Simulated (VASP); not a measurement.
# CsSb6 (Pm-3m) in VASP: further runs

One crystal, CsSb6, is run at these levels: PBE; tasks: single point, relaxation of cell and atoms.

Program: VASP 6.6.1. These are calculated values, not measurements. Logs are shortened: lines on timing, memory, paths and dates and some standing lists are left out, and cuts for length are marked.

### 1 The cell of the first run

It takes space group Pm-3m (No. 221, cubic). Conventional cell: a = 7.386 Å, b = 7.386 Å, c = 7.386 Å, α = 90.00°, β = 90.00°, γ = 90.00°. Around Sb (site symmetry 4mm) lie 5 Sb at 2.95 to 3.14 Å.

The cell was built by a generator and needn't be a form met in nature.

### 2 Single point, PBE (species swapped into the LaB6 type (Pm-3m, No. 221))

File INCAR:

```
SYSTEM = CsSb6
  ALGO = Normal
  EDIFF = 1E-6
  ENCUT = 520
  GGA = PE
  ISIF = 2
  ISMEAR = 0
  LASPH = .TRUE.
  LCHARG = .FALSE.
  LREAL = .FALSE.
  LWAVE = .FALSE.
  NBANDS = 28
  NELM = 100
  PREC = Accurate
  SIGMA = 0.1
```

File KPOINTS:

```
k-points
0
G
  4 4 4
  0 0 0
```

File POSCAR:

```
CsSb6
1.0
    7.3864049888      0.0000000000      0.0000000000
    0.0000000000      7.3864049888      0.0000000000
    0.0000000000      0.0000000000      7.3864049888
Cs Sb
1 6
Direct
    0.0000000000      0.0000000000      0.0000000000
    0.8003361865      0.5000000000      0.5000000000
    0.1996638135      0.5000000000      0.5000000000
    0.5000000000      0.5000000000      0.8003361865
    0.5000000000      0.5000000000      0.1996638135
    0.5000000000      0.1996638135      0.5000000000
    0.5000000000      0.8003361865      0.5000000000
```

Potentials or basis: VASP PAW PBE potentials, release 64 (Cs_sv, Sb).

Launch:

```console
$ cat potpaw_PBE.64/Cs_sv/POTCAR potpaw_PBE.64/Sb/POTCAR > POTCAR
$ mpirun -np 1 vasp_std > vasp.out
```

OUTCAR:

```text
SYSTEM = CsSb6
   EDIFF = 1E-6
   ENCUT = 520
   GGA = PE
   ISIF = 2
   ISMEAR = 0
   LASPH = .TRUE.
   LREAL = .FALSE.
   NELM = 100
   PREC = Accurate

 ion  position               nearest neighbor table
   1  0.000  0.000  0.000-
   2  0.800  0.500  0.500-   3 2.95   4 3.14   5 3.14   6 3.14   7 3.14
   3  0.200  0.500  0.500-   2 2.95   4 3.14   5 3.14   6 3.14   7 3.14
   4  0.500  0.500  0.800-   5 2.95   3 3.14   2 3.14   6 3.14   7 3.14
   5  0.500  0.500  0.200-   4 2.95   3 3.14   2 3.14   6 3.14   7 3.14
   6  0.500  0.200  0.500-   7 2.95   3 3.14   4 3.14   5 3.14   2 3.14
   7  0.500  0.800  0.500-   6 2.95   3 3.14   4 3.14   5 3.14   2 3.14

  LATTYP: Found a simple cubic cell.
 ALAT       =     7.3864049888

  Lattice vectors:

 A1 = (   7.3864049888,   0.0000000000,   0.0000000000)
 A2 = (   0.0000000000,   7.3864049888,   0.0000000000)
 A3 = (   0.0000000000,   0.0000000000,   7.3864049888)

Analysis of symmetry for initial positions (statically):
=====================================================================
 Subroutine PRICEL returns:
 Original cell was already a primitive cell.

 Routine SETGRP: Setting up the symmetry group for a
 simple cubic supercell.

 Subroutine GETGRP returns: Found 48 space group operations
 (whereof 48 operations were pure point group operations)
 out of a pool of 48 trial point group operations.

The static configuration has the point symmetry O_h .

Analysis of symmetry for dynamics (positions and initial velocities):
=====================================================================
 Subroutine PRICEL returns:
 Original cell was already a primitive cell.

 Routine SETGRP: Setting up the symmetry group for a
 simple cubic supercell.

 Subroutine GETGRP returns: Found 48 space group operations
 (whereof 48 operations were pure point group operations)
 out of a pool of 48 trial point group operations.

The dynamic configuration has the point symmetry O_h .

 Subroutine INISYM returns: Found 48 space group operations
 (whereof 48 operations are pure point group operations),
 and found     1 'primitive' translations

----------------------------------------------------------------------------------------

                                     Primitive cell

  volume of cell :     402.9947

  direct lattice vectors                    reciprocal lattice vectors
     7.386404989  0.000000000  0.000000000     0.135383857  0.000000000  0.000000000
     0.000000000  7.386404989  0.000000000     0.000000000  0.135383857  0.000000000
     0.000000000  0.000000000  7.386404989     0.000000000  0.000000000  0.135383857

  length of vectors
     7.386404989  7.386404989  7.386404989     0.135383857  0.135383857  0.135383857

  position of ions in fractional coordinates (direct lattice)
     0.000000000  0.000000000  0.000000000
     0.800336186  0.500000000  0.500000000
     0.199663814  0.500000000  0.500000000
     0.500000000  0.500000000  0.800336186
     0.500000000  0.500000000  0.199663814
     0.500000000  0.199663814  0.500000000
     0.500000000  0.800336186  0.500000000

  ion indices of the primitive-cell ions
   primitive index   ion index
                 1           1
                 2           2
                 3           3
                 4           4
                 5           5
                 6           6
                 7           7

----------------------------------------------------------------------------------------

 KPOINTS: k-points

Automatic generation of k-mesh.
 Grid dimensions read from file:
 generate k-points for:    4    4    4

 Generating k-lattice:

  Cartesian coordinates                     Fractional coordinates (reciprocal lattice)
     0.033845964  0.000000000  0.000000000     0.250000000  0.000000000  0.000000000
     0.000000000  0.033845964  0.000000000     0.000000000  0.250000000  0.000000000
     0.000000000  0.000000000  0.033845964     0.000000000  0.000000000  0.250000000

  Length of vectors
     0.033845964  0.033845964  0.033845964

  Shift w.r.t. Gamma in fractional coordinates (k-lattice)
     0.000000000  0.000000000  0.000000000

 Subroutine IBZKPT returns following result:
 ===========================================

 Found     10 irreducible k-points:

 Following reciprocal coordinates:
            Coordinates               Weight
  0.000000  0.000000  0.000000      1.000000
  0.250000  0.000000  0.000000      6.000000
  0.500000  0.000000  0.000000      3.000000
  0.250000  0.250000  0.000000     12.000000
  0.500000  0.250000  0.000000     12.000000
  0.500000  0.500000  0.000000      3.000000
  0.250000  0.250000  0.250000      8.000000
  0.500000  0.250000  0.250000     12.000000
  0.500000  0.500000  0.250000      6.000000
  0.500000  0.500000  0.500000      1.000000
   k-points           NKPTS =     10   k-points in BZ     NKDIM =     10   number of bands    NBANDS=     28
   number of dos      NEDOS =    301   number of ions     NIONS =      7
   total plane-waves  NPLWV = 175616
   dimension x,y,z NGX =    56 NGY =   56 NGZ =   56
   dimension x,y,z NGXF=   112 NGYF=  112 NGZF=  112
   ions per type =               1   6
   NGX,Y,Z   is equivalent  to a cutoff of  12.60, 12.60, 12.60 a.u.
   NGXF,Y,Z  is equivalent  to a cutoff of  25.21, 25.21, 25.21 a.u.
 SYSTEM =  CsSb6
   PREC   = accura    normal or accurate (medium, high low for compatibility)
   ISTART =      0    job   : 0-new  1-cont  2-samecut
   ICHARG =      2    charge: 1-file 2-atom 10-const
   ISPIN  =      1    spin polarized calculation?
   LNONCOLLINEAR =      F non collinear calculations
   LSORBIT =      F    spin-orbit coupling
   LASPH  =      T    aspherical Exc in radial PAW
   ENCUT  =  520.0 eV  38.22 Ry    6.18 a.u.  13.73 13.73 13.73*2*pi/ulx,y,z
   NELM   =    100;   NELMIN=  2; NELMDL= -5     # of ELM steps
   EDIFF  = 0.1E-05   stopping-criterion for ELM
   LREAL  =      F    real-space projection
   EDIFFG = 0.1E-04   stopping-criterion for IOM
   NSW    =      0    number of steps for IOM
   IBRION =     -1    ionic relax: 0-MD 1-quasi-New 2-CG
   NFREE  =      0    steps in history (QN), initial steepest desc. (CG)
   ISIF   =      2    stress and relaxation
   ISYM   =      2    0-nonsym 1-usesym 2-fastsym
   POTIM  = 0.5000    time-step for ionic-motion
   TEBEG  =    0.0;   TEEND  =   0.0 temperature during run
   PSTRESS=    0.0 pullay stress
   NELECT =      39.0000    total number of electrons
   NUPDOWN=      -1.0000    fix difference up-down
   EMIN   =  10.00;   EMAX   =-10.00  energy-range for DOS
   EFERMI =   0.00;   METHOD = LEGACY
   ISMEAR =     0;   SIGMA  =   0.10  broadening in eV -4-tet -1-fermi 0-gaus
   EFERMI_NEDOS =   21; number of points for ismear=-14 and -15
   IALGO  =     38    algorithm
   IMIX   =      4    mixing-type and parameters
     AMIX     =   0.40;   BMIX     =  1.00
     AMIX_MAG =   1.60;   BMIX_MAG =  1.00
  volume/ion in A,a.u.               =      57.57       388.51
  Fermi-wavevector in a.u.,A,eV,Ry     =   0.751617  1.420350  7.686313  0.564928
  Thomas-Fermi vector in A             =   1.848639
   LORBIT       =      0    0 simple, 1 ext, 2 COOP (PROOUT), +10 PAW based schemes
   GGA     = PE    functional components
   LHFCALC =     F    Hartree Fock is set to
   AEXX    =    0.0000 exact exchange contribution
   IVDW    =     0    specifies the selected vdW correction
   LEPSILON=     F    determine dielectric tensor
   LRPA    =     F    only Hartree local field effects (RPA)
 non-spin polarized calculation
 Gauss-broadening in eV      SIGMA  =   0.10
  energy-cutoff  :      520.00
  volume of cell :      402.99
 maximum number of plane-waves:     10891
 NGX is ok and might be reduce to    56
   NGX = 27   NGY = 27   NGZ = 27

 number of electron      38.9999999 magnetization

 Free energy of the ion-electron system (eV)
  ---------------------------------------------------
  ext. energy  EPLUGINS =         0.00000000
  ---------------------------------------------------
  free energy    TOTEN  =       -23.53104807 eV

  energy without entropy =      -23.51044877  energy(sigma->0) =      -23.52074842

 E-fermi :   2.0794     XC(G=0):  -6.5409

 val. band max:        2.0294947238   @ k =   0.2500   0.0000   0.0000
 cond. band min:       2.1169950244   @ k =   0.5000   0.2500   0.0000
 fundamental gap:      0.0875003006
 Fermi energy:         2.0793712339

 k-point     1 :       0.0000    0.0000    0.0000
  band No.  band energies     occupation
      1     -21.4759      2.00000
      2      -9.5878      2.00000
      3      -8.2263      2.00000
      4      -8.2263      2.00000
      5      -8.2263      2.00000
      6      -6.7332      2.00000
[... 20 lines left out ...]
     27       4.7858      0.00000
     28       4.7858      0.00000

 k-point     2 :       0.2500    0.0000    0.0000
  band No.  band energies     occupation
      1     -21.4759      2.00000
      2      -9.5194      2.00000
      3      -8.2265      2.00000
      4      -8.2261      2.00000
      5      -8.2261      2.00000
      6      -7.3857      2.00000
[... 20 lines left out ...]
     27       5.1509      0.00000
     28       5.1511      0.00000

 k-point     3 :       0.5000    0.0000    0.0000
  band No.  band energies     occupation
      1     -21.4759      2.00000
      2      -9.4384      2.00000
      3      -8.2258      2.00000
      4      -8.2258      2.00000
      5      -8.2255      2.00000
      6      -7.7303      2.00000
[... 182 lines left out ...]
      3      -8.2294      2.00000
      4      -8.2294      2.00000
      5      -8.2265      2.00000
      6      -7.7191      2.00000
[... 20 lines left out ...]
     27       4.1133      0.00000
     28       5.3372      0.00000

 k-point    10 :       0.5000    0.5000    0.5000
  band No.  band energies     occupation
      1     -21.4758      2.00000
      2      -9.0220      2.00000
      3      -8.2274      2.00000
      4      -8.2274      2.00000
      5      -8.2274      2.00000
      6      -7.7188      2.00000
[... 20 lines left out ...]
     27       3.9033      0.00000
     28       5.6999      0.00000

------------------------ aborting loop because EDIFF is reached ----------------------------------------

  FORCE on cell =-STRESS in cart. coord.  units (eV):
  Direction    XX          YY          ZZ          XY          YZ          ZX
  --------------------------------------------------------------------------------------
  -------------------------------------------------------------------------------------
  Total       -0.3313489     -0.3313489     -0.3313489      0.0000000     -0.0000000      0.0000000
  in kB       -1.3173366     -1.3173366     -1.3173366      0.0000000     -0.0000000      0.0000000
  external PRESSURE =      -1.3173366 kB  Pullay stress =       0.0000000 kB

 VOLUME and BASIS-vectors are now :
 -----------------------------------------------------------------------------
  energy-cutoff  :      520.00
  volume of cell :      402.99
      direct lattice vectors                 reciprocal lattice vectors
     7.386404989  0.000000000  0.000000000     0.135383857  0.000000000  0.000000000
     0.000000000  7.386404989  0.000000000     0.000000000  0.135383857  0.000000000
     0.000000000  0.000000000  7.386404989     0.000000000  0.000000000  0.135383857

 POSITION                                       TOTAL-FORCE (eV/Angst)
 -----------------------------------------------------------------------------------
      0.00000      0.00000      0.00000        -0.000000      0.000000      0.000000
      5.91161      3.69320      3.69320        -0.005055      0.000000      0.000000
      1.47480      3.69320      3.69320         0.005055     -0.000000      0.000000
      3.69320      3.69320      5.91161        -0.000000     -0.000000     -0.005055
      3.69320      3.69320      1.47480        -0.000000      0.000000      0.005055
      3.69320      1.47480      3.69320        -0.000000      0.005055      0.000000
      3.69320      5.91161      3.69320        -0.000000     -0.005055      0.000000
 -----------------------------------------------------------------------------------
    total drift:                               -0.000000      0.000000     -0.000000

  FREE ENERGIE OF THE ION-ELECTRON SYSTEM (eV)
  ---------------------------------------------------
  free  energy   TOTEN  =       -23.5310480749 eV

  energy  without entropy=      -23.5104487652  energy(sigma->0) =      -23.52074842
```

It took 74 s on 1 thread of Intel Xeon 6975P-C (Granite Rapids), shared host; peak memory 0.45 GiB.

Results:

| Item | Value |
| --- | --- |
| Free energy | -23.5310 eV |
| Pressure | -0.1 GPa |
| Largest force | 0.005 eV/Å |
| Band gap on the k mesh | none (metal or under the smearing width) |

Forces on the atoms (eV/Å):
```
Cs   0.000  0.000  0.000
Sb  -0.005  0.000  0.000
Sb   0.005  0.000  0.000
Sb   0.000  0.000 -0.005
Sb   0.000  0.000  0.005
Sb   0.000  0.005  0.000
Sb   0.000 -0.005  0.000
```

Levels at points of the mesh, in eV from the Fermi level:
```tsv
k point	band 16	band 17	band 18	band 19	band 20	band 21	band 22	band 23
(0.00, 0.00, 0.00)	-1.29	-1.29	-0.84	-0.84	-0.84	0.50	0.50	1.38
(0.50, 0.00, 0.00)	-1.15	-1.15	-0.96	-0.35	0.28	0.28	0.51	1.95
(0.50, 0.50, 0.00)	-2.68	-0.61	-0.61	-0.27	0.78	0.84	1.19	1.19
(0.50, 0.50, 0.50)	-3.21	-1.08	0.77	0.77	0.77	0.81	0.81	0.81
```

Spin-orbit coupling is left out, which matters for the levels of Cs, Sb.

(Continued in part 2 of 2.)
